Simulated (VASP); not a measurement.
Crystal: BeZn2Se3.

```
Be Zn Se
1.0
     3.35206   -5.71816    0.14195
     3.47592    5.78935   -0.10987
    -2.19960   -0.15976    6.34625
Be Zn Se
2 4 6
Direct
  0.94036 0.08393 0.02027
  0.09250 0.92169 0.51307
  0.56009 0.39267 0.98801
  0.24208 0.73673 0.99939
  0.41847 0.58780 0.48843
  0.74048 0.23000 0.50576
  0.96200 0.82778 0.15262
  0.26352 0.42118 0.12991
  0.63613 0.11211 0.08998
  0.41074 0.27620 0.58642
  0.79765 0.94532 0.61644
  0.10240 0.61681 0.61170
```

The cell was built by a generator and needn't be a form met in nature.

```yaml
Program: VASP 6.6.1
Task: relaxation of cell and atoms
Functional: PBE
Potentials_or_basis: VASP PAW PBE potentials, release 64 (Be, Zn, Se)
Cutoff: 520 eV
k_mesh: 3 × 3 × 3
Occupations: gaussian, width 0.05 eV
Spin: no spin polarisation
```

At the start: pressure 3.0 GPa; volume 20.80 Å³/atom.

Where does the relaxation end?

Over 16 steps the energy falls by 89.7 meV/atom and the volume is 21.34 Å³/atom (+2.6 %); space group Cc (No. 9, to 0.05 Å).

The path:
| step | energy change (eV) | largest force (eV/Å) | pressure (GPa) | volume (Å³) |
| --- | --- | --- | --- | --- |
| 1 | 0.0000 | 2.2769 | 3.04 | 249.58 |
| 2 | -0.6889 | 0.8175 | -1.48 | 264.08 |
| 3 | -0.7297 | 0.6699 | -2.57 | 269.13 |
| 4 | -0.9858 | 0.3778 | -0.74 | 259.22 |
| 5 | -1.0095 | 0.4485 | 0.27 | 255.08 |
| 6 | -1.0485 | 0.1992 | 0.28 | 255.21 |
| 7 | -1.0544 | 0.1683 | 0.13 | 255.28 |
| 8 | -1.0626 | 0.1219 | 0.03 | 256.14 |
| 9 | -1.0659 | 0.1016 | -0.21 | 257.13 |
| 10 | -1.0720 | 0.0804 | -0.08 | 256.08 |
| 11 | -1.0731 | 0.0724 | 0.15 | 255.38 |
| 12 | -1.0758 | 0.0363 | 0.00 | 256.09 |
| 13 | -1.0759 | 0.0380 | -0.15 | 256.24 |
| 14 | -1.0758 | 0.0526 | 0.14 | 255.32 |
| 15 | -1.0762 | 0.0340 | 0.07 | 255.87 |
| 16 | -1.0766 | 0.0196 | 0.07 | 256.06 |

Final structure:
```cif
data_structure
_symmetry_space_group_name_H-M 'P 1'
_symmetry_Int_Tables_number 1
_cell_length_a 6.8057
_cell_length_b 6.8084
_cell_length_c 6.7679
_cell_angle_alpha 99.377
_cell_angle_beta 99.350
_cell_angle_gamma 120.244
_cell_volume 256.06
loop_
_atom_site_label
_atom_site_type_symbol
_atom_site_fract_x
_atom_site_fract_y
_atom_site_fract_z
_atom_site_occupancy
Be1 Be 0.91618 0.07220 0.99868 1
Be2 Be 0.07222 0.91460 0.49800 1
Zn1 Zn 0.57942 0.40726 0.99555 1
Zn2 Zn 0.23693 0.74394 0.99542 1
Zn3 Zn 0.40935 0.57820 0.49667 1
Zn4 Zn 0.74669 0.23668 0.49504 1
Se1 Se 0.95378 0.80820 0.13995 1
Se2 Se 0.26217 0.42856 0.11084 1
Se3 Se 0.63898 0.10961 0.11065 1
Se4 Se 0.42919 0.26009 0.60997 1
Se5 Se 0.80997 0.95353 0.64050 1
Se6 Se 0.11156 0.63937 0.61072 1
```
